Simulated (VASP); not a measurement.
A VASP 6.6.1 single-point calculation on KSrCl$_{3}$

INCAR

```
EDIFF = 1E-8
LCHARG = .FALSE.
ISMEAR = -1
SIGMA = 0.02
NSW = 0
NBANDS = 28
LASPH = .TRUE.
LWAVE = .FALSE.
LREAL = .FALSE.
ENCUT = 520
IBRION = -1
ISIF = 2
GGA = PE
NELM = 120
PREC = Accurate
```

KPOINTS

```
KPOINTS created by Atomic Simulation Environment
0
Gamma
4 4 4
0 0 0
```

POSCAR

```
K  Sr Cl
 1.0000000000000000
     5.4952951357000002    0.0000000000000000    0.0000000000000000
     0.0000000000000000    5.4952951357000002    0.0000000000000000
     0.0000000000000000    0.0000000000000000    5.4952951357000002
 K   Sr  Cl
   1   1   3
Cartesian
  0.0000000000000000  0.0000000000000000  0.0000000000000000
  2.7476475678500001  2.7476475678500001  2.7476475678500001
  2.7476475678500001  2.7476475678500001  0.0000000000000000
  2.7476475678500001  0.0000000000000000  2.7476475678500001
  0.0000000000000000  2.7476475678500001  2.7476475678500001
```

The recommended PBE PAW datasets give the neutral cell 40 valence electrons.

Command

```
mpirun -np 1 vasp_std
```

OSZICAR

```
N       E                     dE             d eps       ncg     rms          rms(c)
DAV:   1     0.301596574135E+03    0.30160E+03   -0.18345E+04   560   0.126E+03
DAV:   2     0.627522654498E+01   -0.29532E+03   -0.28753E+03   712   0.286E+02
DAV:   3    -0.191703542043E+02   -0.25446E+02   -0.25377E+02   816   0.801E+01
DAV:   4    -0.199020373642E+02   -0.73168E+00   -0.73053E+00   920   0.124E+01
DAV:   5    -0.199223177055E+02   -0.20280E-01   -0.20278E-01   796   0.139E+00    0.223E+01
DAV:   6    -0.191984216275E+02    0.72390E+00   -0.12816E+00   700   0.445E+00    0.140E+01
DAV:   7    -0.190663749222E+02    0.13205E+00   -0.92813E-01   764   0.408E+00    0.184E+00
DAV:   8    -0.190470923916E+02    0.19283E-01   -0.12125E-01   740   0.155E+00    0.391E-01
DAV:   9    -0.190456794630E+02    0.14129E-02   -0.83836E-03   756   0.524E-01    0.183E-01
DAV:  10    -0.190453104355E+02    0.36903E-03   -0.28644E-03   804   0.340E-01    0.667E-02
DAV:  11    -0.190453687718E+02   -0.58336E-04   -0.66989E-04   824   0.137E-01    0.409E-02
DAV:  12    -0.190453858882E+02   -0.17116E-04   -0.43212E-05   748   0.361E-02    0.152E-02
DAV:  13    -0.190453884594E+02   -0.25712E-05   -0.28801E-06   760   0.105E-02    0.622E-03
DAV:  14    -0.190453891544E+02   -0.69505E-06   -0.66138E-07   772   0.477E-03    0.334E-03
DAV:  15    -0.190453891137E+02    0.40692E-07   -0.47901E-08   724   0.128E-03    0.642E-04
DAV:  16    -0.190453891480E+02   -0.34207E-07   -0.99231E-09   580   0.682E-04    0.304E-04
DAV:  17    -0.190453891553E+02   -0.73214E-08   -0.20553E-09   396   0.274E-04
   1 F= -.19045389E+02 E0= -.19045389E+02  d E =-.115887E-12
```

From OUTCAR

```
k-points           NKPTS =     10   k-points in BZ     NKDIM =     10   number of bands    NBANDS=     28

   NELECT =      40.0000    total number of electrons

   dimension x,y,z NGX =    42 NGY =   42 NGZ =   42
   dimension x,y,z NGXF=    84 NGYF=   84 NGZF=   84

  energy-cutoff  :      520.00
  volume of cell :      165.95
      direct lattice vectors                 reciprocal lattice vectors
     5.495295136  0.000000000  0.000000000     0.181973848  0.000000000  0.000000000
     0.000000000  5.495295136  0.000000000     0.000000000  0.181973848  0.000000000
     0.000000000  0.000000000  5.495295136     0.000000000  0.000000000  0.181973848

 k-points in reciprocal lattice and weights: KPOINTS created by Atomic Simulation Env
   0.00000000  0.00000000  0.00000000       0.016
   0.25000000  0.00000000  0.00000000       0.094
   0.50000000  0.00000000  0.00000000       0.047
   0.25000000  0.25000000  0.00000000       0.188
   0.50000000  0.25000000  0.00000000       0.188
   0.50000000  0.50000000  0.00000000       0.047
   0.25000000  0.25000000  0.25000000       0.125
   0.50000000  0.25000000  0.25000000       0.188
   ...

 E-fermi :  -0.7896

 k-point     1 :       0.0000    0.0000    0.0000
  band No.  band energies     occupation
      1     -33.1420      2.00000
      2     -29.8866      2.00000
      3     -15.3516      2.00000
      4     -15.3516      2.00000
      5     -15.3516      2.00000
      6     -14.0332      2.00000
      7     -13.8011      2.00000
      8     -13.8011      2.00000
      9     -13.3367      2.00000
     10     -13.3367      2.00000
     11     -13.3367      2.00000
     12      -2.4573      2.00000
     13      -2.4573      2.00000
     14      -2.4573      2.00000
     15      -1.8205      2.00000
     16      -1.8205      2.00000
     17      -1.8205      2.00000
     18      -1.5284      2.00000
     19      -1.5284      2.00000
     20      -1.5284      2.00000
     21       3.2832      0.00000
     22       4.7479      0.00000
     23       4.7479      0.00000
     24       4.7479      0.00000
     25       5.6908      0.00000
     26       5.6908      0.00000
     27       7.0588      0.00000
     28       7.0588      0.00000

 k-point     2 :       0.2500    0.0000    0.0000
  band No.  band energies     occupation
      1     -33.1416      2.00000
      2     -29.8866      2.00000
      3     -15.6098      2.00000
      4     -15.3505      2.00000
      5     -15.3505      2.00000
      6     -13.9812      2.00000
      7     -13.7997      2.00000
      8     -13.4731      2.00000
      9     -13.3365      2.00000
     10     -13.3365      2.00000
     11     -13.3215      2.00000
     12      -2.6847      2.00000
     13      -2.4007      2.00000
     14      -2.4007      2.00000
     15      -2.0215      2.00000
     16      -1.9313      2.00000
     17      -1.9313      2.00000
     18      -1.8799      2.00000
     19      -1.5795      2.00000
     20      -1.5795      2.00000
     21       3.8622      0.00000
     22       4.8650      0.00000
     23       5.3019      0.00000
     24       5.3019      0.00000
     25       5.8145      0.00000
     26       6.1168      0.00000
     27       7.0698      0.00000
     28       7.3214      0.00000

 ...

  Total        2.6852589      2.6852589      2.6852589     -0.0000000     -0.0000000      0.0000000
  in kB       25.9252936     25.9252936     25.9252936     -0.0000000     -0.0000000      0.0000000
  external PRESSURE =      25.9252936 kB  Pullay stress =       0.0000000 kB

 POSITION                                       TOTAL-FORCE (eV/Angst)
 -----------------------------------------------------------------------------------
      0.00000      0.00000      0.00000         0.000000      0.000000      0.000000
      2.74765      2.74765      2.74765         0.000000      0.000000      0.000000
      2.74765      2.74765      0.00000         0.000000      0.000000      0.000000
      2.74765      0.00000      2.74765         0.000000      0.000000      0.000000
      0.00000      2.74765      2.74765         0.000000      0.000000      0.000000
 -----------------------------------------------------------------------------------
    total drift:                                0.000000     -0.000000      0.000000

  FREE ENERGIE OF THE ION-ELECTRON SYSTEM (eV)
  ---------------------------------------------------
  free  energy   TOTEN  =       -19.0453891553 eV

  energy  without entropy=      -19.0453891553  energy(sigma->0) =      -19.04538916
```

It converged. Results: gap between bands v and c on the k mesh 4.63 eV; least direct gap on the k mesh 4.81 eV; pressure 2.6 GPa. Band v is the last that the valence electrons fill when counted band by band, and c is the next.

For comparison, a separate PBE run of the intended cell, on usual settings and not on those above, gives a gap of 4.63 eV on its mesh and a pressure of 2.6 GPa.

The run above took about 84 s on one core of a shared host (Intel Xeon Platinum 8488C) and held 0.27 GiB at most.
